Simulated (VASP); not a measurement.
Input:

```xyz
2
Lattice="0.0000 2.2480 2.2480 2.2480 0.0000 2.2480 2.2480 2.2480 0.0000" Properties=species:S:1:pos:R:3 pbc="T T T"
Ga     0.0000     0.0000     0.0000
N      3.3720     3.3720     3.3720
```

These are PBEsol GGA with spin-orbit coupling, VASP's PBE PAW potentials (set 64) (plane waves; VASP 6.6.1) values and carry that method's errors. Numerical set-up: 520 eV cut-off, 9×9×9 Γ-centred mesh, Gaussian smearing of 0.050 eV, potentials Ga_d N.

### Question
The job: GaN (space group F-43m), 2 atoms, PBEsol+SOC, static run, 520 eV, 9×9×9 Γ-centred mesh. Roughly how much core time does it take on a busy server core?

### Answer
About 2 core-minutes (one run on a shared machine, a rough figure). It had 55 irreducible k-points, 26 bands, up to 1248 plane waves and 13 electronic steps.

The structure comes from a computed database's GaN entry (F-43m); how it stands against other phases isn't given here. It was relaxed first.
